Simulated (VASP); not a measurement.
All values below come from revTPSS meta-GGA, VASP's PBE PAW potentials (set 64) (plane waves; VASP).

VASP ran on this input.

INCAR:
```
! general
SYSTEM  = CoAl
PREC    = Accurate
ENCUT   = 520
LREAL   = F
LASPH   = T   ! aspherical one-centre terms

! electronic loop
EDIFF   = 1E-7   ! SCF stop (eV)
NELM    = 100   ! most electronic steps
ALGO    = Normal   ! blocked Davidson
LMAXMIX = 4   ! l cut-off of mixed one-centre charges
LMIXTAU = T

! smearing
ISMEAR  = -5

! functional
METAGGA = RTPSS

! ions
ISIF    = 2

! output
LWAVE   = F
LCHARG  = F
LORBIT  = 11
NEDOS   = 601   ! DOS grid
```

**POSCAR**
```
CoAl
1
    2.8214718980     0.0000000000     0.0000000000
    0.0000000000     2.8214718980     0.0000000000
    0.0000000000     0.0000000000     2.8214718980
Al Co
1 1
Direct
  0.5000000000   0.5000000000   0.5000000000
  0.0000000000   0.0000000000   0.0000000000
```

**KPOINTS_OPT**
```
k-points along high-symmetry lines
10
Line-mode
Reciprocal
  0.000000   0.000000   0.000000 ! GAMMA
  0.000000   0.500000   0.000000 ! X

  0.000000   0.500000   0.000000 ! X
  0.500000   0.500000   0.000000 ! M

  0.500000   0.500000   0.000000 ! M
  0.000000   0.000000   0.000000 ! GAMMA

  0.000000   0.000000   0.000000 ! GAMMA
  0.500000   0.500000   0.500000 ! R

  0.500000   0.500000   0.500000 ! R
  0.000000   0.500000   0.000000 ! X

  0.500000   0.500000   0.500000 ! R
  0.500000   0.500000   0.000000 ! M
```

### KPOINTS
```
kpoints
0
Gamma
  14 14 14
0 0 0
```

POTCAR, in this order: Al Co (PBE.64 set). Program: vasp_std.

Output

OUTCAR:
```
 ion  position               nearest neighbor table
   1  0.500  0.500  0.500-   2 2.44   2 2.44   2 2.44   2 2.44   2 2.44   2 2.44   2 2.44   2 2.44
  LATTYP: Found a simple cubic cell.
 ALAT       =     2.8214718980
 Subroutine PRICEL returns:
 Original cell was already a primitive cell.
 Subroutine GETGRP returns: Found 48 space group operations
The static configuration has the point symmetry O_h .
The dynamic configuration has the point symmetry O_h .
 Subroutine INISYM returns: Found 48 space group operations
 Subroutine IBZKPT returns following result:
 Found    120 irreducible k-points:

 Following reciprocal coordinates:
            Coordinates               Weight
  0.000000  0.000000  0.000000      1.000000
  0.071429  0.000000  0.000000      6.000000
  0.142857  0.000000  0.000000      6.000000
  0.214286  0.000000  0.000000      6.000000
  0.285714  0.000000  0.000000      6.000000
  0.357143  0.000000  0.000000      6.000000
  0.428571  0.000000  0.000000      6.000000
  0.500000  0.000000  0.000000      3.000000
  0.071429  0.071429  0.000000     12.000000
  0.142857  0.071429  0.000000     24.000000
  0.214286  0.071429  0.000000     24.000000
  0.285714  0.071429  0.000000     24.000000
  0.357143  0.071429  0.000000     24.000000
  0.428571  0.071429  0.000000     24.000000
  0.500000  0.071429  0.000000     12.000000
  0.142857  0.142857  0.000000     12.000000
  0.214286  0.142857  0.000000     24.000000
  0.285714  0.142857  0.000000     24.000000
  0.357143  0.142857  0.000000     24.000000
  0.428571  0.142857  0.000000     24.000000
  0.500000  0.142857  0.000000     12.000000
  0.214286  0.214286  0.000000     12.000000
  0.285714  0.214286  0.000000     24.000000
  0.357143  0.214286  0.000000     24.000000
  0.428571  0.214286  0.000000     24.000000
...
```

**OSZICAR**
```
       N       E                     dE             d eps       ncg     rms          rms(c)
DAV:   1     0.601252176136E+02    0.60125E+02   -0.65664E+03  2400   0.155E+03
DAV:   2     0.322351112367E+01   -0.56902E+02   -0.54644E+02  2430   0.245E+02
DAV:   3     0.930769873825E+00   -0.22927E+01   -0.22855E+01  2828   0.709E+01
DAV:   4     0.891530689520E+00   -0.39239E-01   -0.39223E-01  2958   0.826E+00
DAV:   5     0.890264452321E+00   -0.12662E-02   -0.12660E-02  2866   0.149E+00    0.837E+00
DAV:   6    -0.104568032111E+02   -0.11347E+02   -0.11434E+01  2400   0.448E+01    0.377E+00
DAV:   7    -0.110762567855E+02   -0.61945E+00   -0.10971E+01  2776   0.483E+01    0.840E+00
DAV:   8    -0.105011362793E+02    0.57512E+00   -0.35192E+00  2688   0.270E+01    0.272E+00
DAV:   9    -0.105562132301E+02   -0.55077E-01   -0.34020E+00  2840   0.277E+01    0.319E+00
DAV:  10    -0.104743876085E+02    0.81826E-01   -0.73385E-01  2754   0.131E+01    0.350E-01
DAV:  11    -0.104758477283E+02   -0.14601E-02   -0.20047E-02  3238   0.192E+00    0.123E-01
DAV:  12    -0.104757114370E+02    0.13629E-03   -0.84461E-04  3056   0.401E-01    0.260E-02
DAV:  13    -0.104757174282E+02   -0.59912E-05   -0.25786E-05  2916   0.696E-02    0.110E-02
DAV:  14    -0.104757060745E+02    0.11354E-04   -0.80021E-05  2848   0.133E-01    0.211E-02
DAV:  15    -0.104757175640E+02   -0.11489E-04   -0.33241E-05  2838   0.857E-02    0.438E-03
DAV:  16    -0.104757183430E+02   -0.77900E-06   -0.50041E-07  2502   0.897E-03    0.182E-03
DAV:  17    -0.104757183288E+02    0.14222E-07   -0.16745E-08  1244   0.218E-03
   1 F= -.10475718E+02 E0= -.10475718E+02  d E =0.000000E+00
       N       E                     dE             ncg
```

**OUTCAR**
```
------------------------ aborting loop because EDIFF is reached ----------------------------------------
  FORCE on cell =-STRESS in cart. coord.  units (eV):
  Direction    XX          YY          ZZ          XY          YZ          ZX
  --------------------------------------------------------------------------------------
  Total       -0.0053743     -0.0053743     -0.0053743      0.0000000     -0.0000000      0.0000000
  in kB       -0.3833555     -0.3833555     -0.3833555      0.0000000     -0.0000000      0.0000000
  external PRESSURE =      -0.3833555 kB  Pullay stress =       0.0000000 kB
  volume of cell :       22.46
      direct lattice vectors                 reciprocal lattice vectors
     2.821471898  0.000000000  0.000000000     0.354424937  0.000000000  0.000000000
     0.000000000  2.821471898  0.000000000     0.000000000  0.354424937  0.000000000
     0.000000000  0.000000000  2.821471898     0.000000000  0.000000000  0.354424937
 POSITION                                       TOTAL-FORCE (eV/Angst)
 -----------------------------------------------------------------------------------
      1.41074      1.41074      1.41074         0.000000      0.000000      0.000000
      0.00000      0.00000      0.00000         0.000000      0.000000      0.000000
 -----------------------------------------------------------------------------------
    total drift:                                0.000000     -0.000000      0.000000
  FREE ENERGIE OF THE ION-ELECTRON SYSTEM (eV)
  ---------------------------------------------------
  free  energy   TOTEN  =       -10.4757183288 eV

  energy  without entropy=      -10.4757183288  energy(sigma->0) =      -10.47571833

 total charge

# of ion       s       p       d       tot
------------------------------------------
    1        0.418   0.448   0.000   0.866
    2        0.450   0.542   7.484   8.476
--------------------------------------------------
tot          0.868   0.990   7.484   9.342
```
(Selected blocks of OUTCAR.)

For a metal the tetrahedron method with Blöchl corrections gives inexact stress and forces.

The compound is CoAl in the CsCl type structure. It was relaxed first. The run is not spin-polarised, so no magnetic state was tried.
